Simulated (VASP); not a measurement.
## Quasiparticle energies of BP in VASP

Wanted: how far GW moves the Kohn-Sham levels of BP. The cell is of the zinc-blende type, one of the forms listed for this formula. The start is a cell from a database of measured crystal structures.

Method: PBE; plane waves and PAW (B_GW, P_GW), in the first sound run; inputs show where later runs differ, in VASP 6.6.1.

**1. The structure**

Symmetry: F-43m, No. 216, cubic system. The conventional cell has a = 4.538 Å, b = 4.538 Å, c = 4.538 Å, α = 90.00°, β = 90.00°, γ = 90.00°. Nearest to B lie 4 P at 1.97 Å. P has 4 B at 1.97 Å nearest. Farther neighbours are not listed.

**2. Ground state, k-mesh 4×4×4**

The orbitals come from a self-consistent PBE run with a tight EDIFF and a narrow smearing. KPOINTS_OPT adds the bands along a path, which shows whether the mesh holds the band edges.

INCAR reads:

```
SYSTEM = BP
PREC = Accurate
ENCUT = 340
EDIFF = 1E-08
NELM = 100
ISMEAR = 0
SIGMA = 0.01
LREAL = .FALSE.
ALGO = Normal
GGA = PE
NBANDS = 10
LORBIT = 11
LWAVE = .TRUE.
LCHARG = .FALSE.
KPAR = 8
```

POSCAR reads:

```
BP
1.0
    0.0000000000      2.2690000000      2.2690000000
    2.2690000000      0.0000000000      2.2690000000
    2.2690000000      2.2690000000      0.0000000000
B P
1 1
Direct
    0.0000000000      0.0000000000      0.0000000000
    0.2500000000      0.2500000000      0.2500000000
```

KPOINTS reads:

```
Automatic mesh
0
Gamma
4 4 4
0 0 0
```

KPOINTS_OPT reads:

```
Line mode
12
Line-mode
Reciprocal
  0.00000000   0.00000000   0.00000000 GAMMA
  0.50000000   0.00000000   0.50000000 X

  0.50000000   0.00000000   0.50000000 X
  0.50000000   0.25000000   0.75000000 W

  0.50000000   0.25000000   0.75000000 W
  0.37500000   0.37500000   0.75000000 K

  0.37500000   0.37500000   0.75000000 K
  0.00000000   0.00000000   0.00000000 GAMMA

  0.00000000   0.00000000   0.00000000 GAMMA
  0.50000000   0.50000000   0.50000000 L

  0.50000000   0.50000000   0.50000000 L
  0.62500000   0.25000000   0.62500000 U

  0.62500000   0.25000000   0.62500000 U
  0.50000000   0.25000000   0.75000000 W

  0.50000000   0.25000000   0.75000000 W
  0.50000000   0.50000000   0.50000000 L

  0.50000000   0.50000000   0.50000000 L
  0.37500000   0.37500000   0.75000000 K

  0.62500000   0.25000000   0.62500000 U
  0.50000000   0.00000000   0.50000000 X
```

The projector-augmented-wave data sets are B_GW and P_GW (PBE family, release 64).

The run is started by

```sh
mpirun -np 8 vasp_std
```

What it wrote:

```text
[banner, memory and clock lines left out]
running    8 mpi-ranks, on    1 nodes
 distrk:  each k-point on    1 cores,    8 groups
 distr:  one band on    1 cores,    1 groups

 POSCAR found type information on POSCAR B P
 POSCAR found :  2 types and       2 ions
|                                                                             |
|           W    W    AA    RRRRR   N    N  II  N    N   GGGG   !!!           |
|           W    W   A  A   R    R  NN   N  II  NN   N  G    G  !!!           |
|           W    W  A    A  R    R  N N  N  II  N N  N  G       !!!           |
|           W WW W  AAAAAA  RRRRR   N  N N  II  N  N N  G  GGG   !            |
|           WW  WW  A    A  R   R   N   NN  II  N   NN  G    G                |
|           W    W  A    A  R    R  N    N  II  N    N   GGGG   !!!           |
|                                                                             |
|     For optimal performance we recommend to set                             |
|       NCORE = 2 up to number-of-cores-per-socket                            |
|     NCORE specifies how many cores store one orbital (NPAR=cpu/NCORE).      |
|     This setting can greatly improve the performance of VASP for DFT.       |
|     The default, NCORE=1 might be grossly inefficient on modern             |
|     multi-core architectures or massively parallel machines. Do your        |
|     Unfortunately you need to use the default for GW and RPA                |
|     calculations (for HF NCORE is supported but not extensively tested      |
|     yet).                                                                   |
|                                                                             |

 LDA part: xc-table for (Slater+PW92), standard interpolation
 POSCAR, INCAR and KPOINTS ok, starting setup
 FFT: planning ... GRIDC
 FFT: planning ... GRID_SOFT
 FFT: planning ... GRID
 WAVECAR not read
 entering main loop
       N       E                     dE             d eps       ncg     rms          rms(c)
DAV:   1     0.839094276358E+01    0.83909E+01   -0.36898E+03   160   0.610E+02
DAV:   2    -0.130440273022E+02   -0.21435E+02   -0.20986E+02   262   0.126E+02
DAV:   3    -0.134956811477E+02   -0.45165E+00   -0.45129E+00   208   0.164E+01
DAV:   4    -0.135027519032E+02   -0.70708E-02   -0.70698E-02   240   0.223E+00
DAV:   5    -0.135027930522E+02   -0.41149E-04   -0.41148E-04   200   0.128E-01    0.459E+00
DAV:   6    -0.128394779996E+02    0.66332E+00   -0.16377E+00   244   0.722E+00    0.211E+00
DAV:   7    -0.127427866776E+02    0.96691E-01   -0.21813E-01   246   0.274E+00    0.815E-01
DAV:   8    -0.127324064129E+02    0.10380E-01   -0.32634E-02   204   0.110E+00    0.963E-02
DAV:   9    -0.127328165815E+02   -0.41017E-03   -0.88494E-04   224   0.214E-01    0.493E-02
DAV:  10    -0.127329974081E+02   -0.18083E-03   -0.24989E-04   188   0.121E-01    0.120E-02
DAV:  11    -0.127329979486E+02   -0.54052E-06   -0.16882E-05   230   0.259E-02    0.413E-03
DAV:  12    -0.127329992317E+02   -0.12831E-05   -0.20973E-06   186   0.120E-02    0.655E-04
DAV:  13    -0.127329991320E+02    0.99717E-07   -0.63850E-08   254   0.167E-03    0.265E-04
DAV:  14    -0.127329991307E+02    0.13294E-08   -0.64331E-09   166   0.566E-04
   1 F= -.12732999E+02 E0= -.12732999E+02  d E =-.288642E-17
 Start KPOINTS_OPT (optional k-point list driver)
k-point batch [1-8\120]
       N       E                     dE             ncg
DAV:   1     0.332585793205E+03   -0.55275E+03      160
DAV:   2     0.142990531680E+03   -0.18960E+03      276
DAV:   3     0.138844120663E+03   -0.41464E+01      200
DAV:   4     0.138807647104E+03   -0.36474E-01      260
DAV:   5     0.138807454994E+03   -0.19211E-03      198
DAV:   6     0.138807450728E+03   -0.42657E-05      256
DAV:   7     0.138807450694E+03   -0.34605E-07      208
DAV:   8     0.138807450694E+03   -0.18068E-09      224
[...]
k-point batch [113-120\120]
       N       E                     dE             ncg
DAV:   1     0.166394981076E+03   -0.22839E+04      160
DAV:   2     0.179949995946E+02   -0.14840E+03      266
DAV:   3     0.143282416680E+02   -0.36668E+01      240
DAV:   4     0.143119638439E+02   -0.16278E-01      260
DAV:   5     0.143116405052E+02   -0.32334E-03      220
DAV:   6     0.143116391745E+02   -0.13307E-05      260
DAV:   7     0.143116391593E+02   -0.15194E-07      202
DAV:   8     0.143116391591E+02   -0.14283E-09      292
 writing wavefunctions
```

It took 3.6 s on 8 MPI ranks of Intel Xeon Platinum 8259CL at 2.50GHz (Skylake/Cascade Lake), shared host; peak memory 0.94 GiB.

The logs omit lines about the potential files and the build; timing stands in the text.

From OUTCAR (step 2):

```text
ion  position               nearest neighbor table
   1  0.000  0.000  0.000-   2 1.97   2 1.97   2 1.97   2 1.97
   2  0.250  0.250  0.250-   1 1.97   1 1.97   1 1.97   1 1.97

  LATTYP: Found a face centered cubic cell.
 ALAT       =     4.5380000000

 Subroutine GETGRP returns: Found 24 space group operations
 (whereof 24 operations were pure point group operations)

The static configuration has the point symmetry T_d .

 Found      8 irreducible k-points:

   k-points           NKPTS =      8   k-points in BZ     NKDIM =      8   number of bands    NBANDS=     10

   dimension x,y,z NGX =    20 NGY =   20 NGZ =   20
   dimension x,y,z NGXF=    40 NGYF=   40 NGZF=   40

   ENCUT  =  340.0 eV  24.99 Ry    5.00 a.u.   4.82  4.82  4.82*2*pi/ulx,y,z

   NELECT =       8.0000    total number of electrons

 k-points in reciprocal lattice and weights: Automatic mesh
   0.00000000  0.00000000  0.00000000       0.016
   0.25000000  0.00000000  0.00000000       0.125
   0.50000000  0.00000000  0.00000000       0.062
   0.25000000  0.25000000  0.00000000       0.094
   0.50000000  0.25000000  0.00000000       0.375
  -0.25000000  0.25000000  0.00000000       0.188
   0.50000000  0.50000000  0.00000000       0.047
  -0.25000000  0.50000000  0.25000000       0.094

 average (electrostatic) potential at core
       1 -25.0217       2 -72.6536

 E-fermi :   7.2312

 k-point     1 :       0.0000    0.0000    0.0000
  band No.  band energies     occupation
      1      -8.3012      2.00000
      2       7.1745      2.00000
      3       7.1745      2.00000
      4       7.1745      2.00000
      5      10.5606      0.00000
      6      10.5606      0.00000
      7      10.5606      0.00000
      8      14.5486      0.00000
      9      18.6861      0.00000
    ...

 k-point     2 :       0.2500    0.0000    0.0000
  band No.  band energies     occupation
      1      -7.1949      2.00000
      2       2.3209      2.00000
      3       6.0560      2.00000
      4       6.0560      2.00000
      5      11.1625      0.00000
      6      11.9202      0.00000
      7      11.9202      0.00000
      8      16.7895      0.00000
      9      18.0513      0.00000
    ...

 k-point     3 :       0.5000    0.0000    0.0000
  band No.  band energies     occupation
      1      -4.9732      2.00000
      2      -1.8732      2.00000
      3       5.4150      2.00000
      4       5.4150      2.00000
      5      10.9403      0.00000
      6      11.8630      0.00000
      7      11.8630      0.00000
      8      17.2987      0.00000
      9      21.6485      0.00000
    ...

  Total        0.2388620      0.2388620      0.2388620     -0.0000000      0.0000000     -0.0000000
  in kB       16.3803887     16.3803887     16.3803887     -0.0000000      0.0000000     -0.0000000
  external PRESSURE =      16.3803887 kB  Pullay stress =       0.0000000 kB

  energy-cutoff  :      340.00
  volume of cell :       23.36
      direct lattice vectors                 reciprocal lattice vectors
     0.000000000  2.269000000  2.269000000    -0.220361393  0.220361393  0.220361393
     2.269000000  0.000000000  2.269000000     0.220361393 -0.220361393  0.220361393
     2.269000000  2.269000000  0.000000000     0.220361393  0.220361393 -0.220361393

 POSITION                                       TOTAL-FORCE (eV/Angst)
 -----------------------------------------------------------------------------------
      0.00000      0.00000      0.00000         0.000000      0.000000      0.000000
      1.13450      1.13450      1.13450        -0.000000     -0.000000     -0.000000
 -----------------------------------------------------------------------------------
    total drift:                               -0.000000     -0.000000     -0.000000

  FREE ENERGIE OF THE ION-ELECTRON SYSTEM (eV)
  ---------------------------------------------------
  free  energy   TOTEN  =       -12.7329991307 eV

  energy  without entropy=      -12.7329991307  energy(sigma->0) =      -12.73299913

 total charge
# of ion       s       p       d       tot
------------------------------------------
    1        0.628   1.223   0.000   1.851
    2        1.076   1.794   0.142   3.013
--------------------------------------------------
tot          1.705   3.017   0.142   4.864

[... 3 further parts left out ...]
```

Numbers from this step:

```
free energy (TOTEN)               : -12.73 eV
Fermi energy                      : 7.231 eV
pressure                          : 1.638 GPa
least gap on mesh and path        : 1.218 eV
least direct gap on mesh and path : 3.386 eV
```

The highest empty bands on the path are converged less tightly, to about 0.1 eV. Electronic bands along the path, in eV, zero at the valence-band top; v1 is the highest filled band, c1 the lowest empty one:

```csv
point,v3,v2,v1,c1,c2,c3,c4
Γ,0.00,0.00,0.00,3.39,3.39,3.39,7.37
0.45 of the way,-3.20,-2.49,-2.49,1.96,5.45,7.19,7.19
X,-8.59,-4.12,-4.12,1.31,1.64,12.08,12.08
0.45 of the way,-8.41,-4.83,-4.77,2.63,3.09,10.49,11.26
W,-8.07,-5.69,-5.48,5.32,6.74,7.23,7.43
0.55 of the way,-8.12,-6.10,-4.30,3.31,6.07,8.63,9.45
K,-8.17,-6.24,-3.51,2.13,5.98,9.71,10.59
0.55 of the way,-4.43,-3.46,-0.88,4.62,4.78,5.80,8.29
Γ,0.00,0.00,0.00,3.39,3.39,3.39,7.37
0.45 of the way,-4.31,-1.00,-1.00,4.01,4.66,4.66,9.39
L,-9.05,-1.76,-1.76,3.77,4.69,4.69,10.12
0.45 of the way,-8.67,-3.89,-2.45,3.40,6.26,6.37,9.96
U,-8.17,-6.24,-3.51,2.13,5.98,9.71,10.59
0.45 of the way,-8.12,-6.10,-4.30,3.31,6.07,8.63,9.45
W,-8.07,-5.69,-5.48,5.32,6.74,7.23,7.43
0.45 of the way,-8.37,-4.83,-3.35,4.24,5.30,8.75,9.57
L,-9.05,-1.76,-1.76,3.77,4.69,4.69,10.12
0.55 of the way,-8.52,-4.51,-2.66,3.13,6.85,7.08,9.41
K,-8.17,-6.24,-3.51,2.13,5.98,9.71,10.59
jump to U,-8.17,-6.24,-3.51,2.13,5.98,9.71,10.59
0.55 of the way,-8.50,-4.94,-3.99,1.59,2.76,11.45,11.70
X,-8.59,-4.12,-4.12,1.31,1.64,12.08,12.08
```

Of the projections kept (B, P), the largest for each band there; the rest of the weight can lie on other orbitals:

```csv
point,v3,v2,v1,c1,c2,c3,c4
Γ,P 0.54,P 0.54,P 0.54,P 0.74,P 0.74,P 0.74,B 0.52
X,B 0.56,P 0.59,P 0.59,P 0.57,P 0.75,P 0.54,P 0.54
W,B 0.60,P 0.67,P 0.56,B 0.58,P 1.00,B 0.55,P 0.70
K,B 0.57,P 0.62,P 0.59,P 0.64,P 0.61,P 0.59,P 0.62
Γ,P 0.54,P 0.54,P 0.54,P 0.74,P 0.74,P 0.74,B 0.52
L,P 0.53,P 0.58,P 0.58,P 0.60,P 0.72,P 0.72,B 0.73
```

The electronic bands as a text plot (rows in eV, shown from -8.0 to 6.5 only):

```
    6.2 |   +        + +++  ++              +  +++ +
    5.6 |                    ++                     +     +
    5.0 |  +         ++       ++      +++ ++      ++ +++ +    +
    4.4 | +  +      +        ++++    +   ++      +  ++ ++
    3.8 |+    +     +  +    +  +++ +++++++++          +++++
    3.2 |++               ++     ++         +   +          +
    2.6 |  ++  +   +    +                    ++             +  +
    2.0 |       + ++     +                     +             ++ +
    1.4 |    ++++++                                            ++
    0.8 |
    0.2 |                       ***
   -0.4 |**                    * * **
   -1.0 |  *                 ** *  * **
   -1.6 |  **               *  *       ****             **
   -2.2 |   *              *   *    *      **         ** **
   -2.9 |    *            *                * *       *     **
   -3.5 |     **        **    *      *        **      *   *  **
   -4.1 |    *  ***          *              *   *   **         **
   -4.7 |          *   *      *                    *       *   *
   -5.3 |     *     ***     **        *      *   ** *
   -5.9 |            ***  **                  * ****        * *
   -6.5 |      *        **  *          *       *             *
   -7.1 |       *          *
   -7.7 |                 *                        *
         Γ       X    W  K        Γ      L     U  W     L   K|U X
```

The cell has a gap of 1.22 eV on mesh and path.

**3. Empty bands, k-mesh 4×4×4**

ALGO = Exact makes the empty bands from the converged ground state in one step. LOPTICS writes the k-derivatives of the orbitals (WAVEDER), which give the long-wavelength limit of the screening.

INCAR reads:

```
SYSTEM = BP
PREC = Accurate
ENCUT = 340
ISMEAR = 0
SIGMA = 0.01
LREAL = .FALSE.
GGA = PE
NBANDS = 56
ALGO = Exact
NELM = 1
LWAVE = .TRUE.
LCHARG = .FALSE.
LOPTICS = .TRUE.
NEDOS = 1000
CSHIFT = 0.1
```

POSCAR is that of step 2.

KPOINTS is that of step 2.

The run is started by

```sh
mpirun -np 8 vasp_std
```

What it wrote:

```text
[banner, memory and clock lines left out]
running    8 mpi-ranks, on    1 nodes
 distrk:  each k-point on    8 cores,    1 groups
 distr:  one band on    1 cores,    8 groups

 POSCAR found type information on POSCAR B P
 POSCAR found :  2 types and       2 ions
 [... a notice as in an earlier step ...]

 LDA part: xc-table for (Slater+PW92), standard interpolation
 found WAVECAR, reading the header
  number of bands has changed, file:    10 present:    56
  trying to continue reading WAVECAR, but it might fail
 POSCAR, INCAR and KPOINTS ok, starting setup
 FFT: planning ... GRIDC
 FFT: planning ... GRID_SOFT
 FFT: planning ... GRID
 reading WAVECAR
 random initialization beyond band           10
 the WAVECAR file was read successfully
 initial charge from wavefunction
 entering main loop
       N       E                     dE             d eps       ncg     rms          rms(c)
DIA:   1    -0.127329991171E+02   -0.12733E+02    0.00000E+00     0   0.000E+00
   1 F= -.12732999E+02 E0= -.12732999E+02  d E =-.116548E-18
 writing wavefunctions
 optical routines
 imaginary and real dielectric function
 recalculating local potential from charge density
 direction            1
 direction            2
 direction            3
```

It took 1.8 s on 8 MPI ranks; peak memory 0.84 GiB.

From OUTCAR (step 3):

```text
The static configuration has the point symmetry T_d .

 Found      8 irreducible k-points:

   k-points           NKPTS =      8   k-points in BZ     NKDIM =      8   number of bands    NBANDS=     56

   NELECT =       8.0000    total number of electrons

 E-fermi :   7.2340

 k-point     1 :       0.0000    0.0000    0.0000
  band No.  band energies     occupation
      1      -8.3013      2.00000
      2       7.1745      2.00000
      3       7.1745      2.00000
      4       7.1745      2.00000
      5      10.5606      0.00000
      6      10.5606      0.00000
      7      10.5606      0.00000
      8      14.5486      0.00000
      9      18.6861      0.00000
    ...

 k-point     2 :       0.2500    0.0000    0.0000
  band No.  band energies     occupation
      1      -7.1949      2.00000
      2       2.3209      2.00000
      3       6.0560      2.00000
      4       6.0560      2.00000
      5      11.1625      0.00000
      6      11.9202      0.00000
      7      11.9202      0.00000
      8      16.7895      0.00000
      9      18.0512      0.00000
    ...

  Total        0.2389314      0.2389314      0.2389314     -0.0000000     -0.0000000     -0.0000000
  in kB       16.3851447     16.3851447     16.3851447     -0.0000000     -0.0000000     -0.0000000
  external PRESSURE =      16.3851447 kB  Pullay stress =       0.0000000 kB

  FREE ENERGIE OF THE ION-ELECTRON SYSTEM (eV)
  ---------------------------------------------------
  free  energy   TOTEN  =       -12.7329991171 eV

  energy  without entropy=      -12.7329991171  energy(sigma->0) =      -12.73299912

 plasma frequency squared (from intraband transitions) (eV^2)
  --------------------------------------------------------------------------------------
       0.000      -0.000       0.000
       0.000       0.000       0.000
      -0.000       0.000       0.000

[... 11 parts as in an earlier step ...]

[... 2 further parts left out ...]
```

The gap is read on the k-mesh alone, so it is an upper bound where the band edges lie off the mesh.

A gap read on the k-mesh alone can miss the band edges.

This step gave:

* gap on the k-mesh: 1.314 eV
* least direct gap on the k-mesh: 3.386 eV

WAVECAR now holds 56 bands for 8 electrons. Its independent-particle dielectric tensor has xx, yy, zz = 14.1, 14.1, 14.1 on this mesh, which isn't tested for convergence in mesh or bands and lacks local fields.

[end of part 1 of 3]

[Lines on the potential files, build, host, timing and source positions are cut from VASP's logs without a mark.]

[Logs are printed without paths, hosts, clocks, repeated set-up lines and the standing remarks that a program may print on its own settings, such as how far it seeks lower states.]

[Hosts, paths, dates, database ids (printed as entryN), source tags and the programs' standing remarks are cut or masked in the printed files.]

[Pressures printed for these runs are not shown converged in the cutoff: they can be off by several GPa and have the wrong sign.]
